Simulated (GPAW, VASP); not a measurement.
An input for GPAW (PBEsol, GPAW PAW datasets PBEsol (made by gpaw-setup)):

```
from ase import Atoms
from ase.units import GPa
from gpaw import GPAW

atoms = Atoms(['Zr', 'Zr', 'Au'],
              cell=[[-1.650180, 1.650180, 5.825475],
                    [1.650180, -1.650180, 5.825475],
                    [1.650180, 1.650180, -5.825475]],
              positions=[[0.000000, -0.000000, 7.686132],
                         [0.000000, -0.000000, 3.964818],
                         [0.000000, 0.000000, 0.000000]],
              pbc=True)

calc = GPAW(mode={'name': 'pw', 'ecut': 550},
            xc='PBEsol',
            kpts={'size': (6, 6, 6), 'gamma': True},
            occupations={'name': 'fermi-dirac', 'width': 0.05},
            nbands=-9,
            convergence={'density': 1e-05, 'energy': 1e-05},
            symmetry={'symmorphic': False, 'tolerance': 0.0005},
            maxiter=100)

atoms.calc = calc

energy = atoms.get_potential_energy()
print('Energy (eV):', round(energy, 6))
forces = atoms.get_forces()
print('Forces (eV/Ang):')
print(forces.round(5))
stress = atoms.get_stress()
print('Stress (GPa, Voigt):', (stress / GPa).round(4))
```

Question: Write the VASP files for the same calculation.

Answer: One set of files that does it:

File KPOINTS:
```
Automatic mesh
0
Gamma
6 6 6
0 0 0
```

### INCAR
```
SYSTEM = Zr2Au
PREC = Accurate
ENCUT = 300
EDIFF = 1E-6
NELM = 100
ALGO = Normal
LREAL = .FALSE.
LASPH = .TRUE.
ISMEAR = -1
SIGMA = 0.05
GGA = PS
LMAXMIX = 6
LWAVE = .FALSE.
LCHARG = .FALSE.
ISIF = 2
```

File POSCAR:
```
Zr2Au
1.0
 -1.6501800000   1.6501800000   5.8254750000
  1.6501800000  -1.6501800000   5.8254750000
  1.6501800000   1.6501800000  -5.8254750000
Zr Au
2 1
Direct
  0.6597000000   0.6597000000   0.0000000000
  0.3403000000   0.3403000000   0.0000000000
  0.0000000000   0.0000000000   0.0000000000
```

POTCAR, in this order: Zr_sv Au (PBE.64 set). Program: vasp_std.

Both inputs were run and reached self-consistency, which says nothing on mesh or cut-off. Potentials, basis and cut-offs are each code's own, so they don't translate, and total energies aren't comparable.

The structure comes from a computed database's Zr2Au entry (I4/mmm); how it stands against other phases isn't given here. The cell was not relaxed at this level, and it may have been scaled.
